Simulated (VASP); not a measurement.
Here is the system:

```
BaF2
1.0
    0.00000     3.11583     3.11583
    3.11583     0.00000     3.11583
    3.11583     3.11583     0.00000
Ba F
1 2
Direct
  0.00000   0.00000   0.00000
  0.25000   0.25000   0.25000
  0.75000   0.75000   0.75000
```

All values below come from optB88-vdW, VASP's PBE PAW potentials (set 64) (plane waves; VASP). Run with 520 eV cut-off, 7×7×7 Γ-centred mesh, tetrahedra with Blöchl corrections, potentials Ba_sv F.

Question: What does the run give for the energy per atom (σ→0)?

Answer: 
The energy per atom (σ→0) comes out as -3.840 eV/atom.

The absolute energy has meaning only against runs of the same code, potentials and settings.

The compound is BaF2 in the fluorite structure. It was relaxed first.
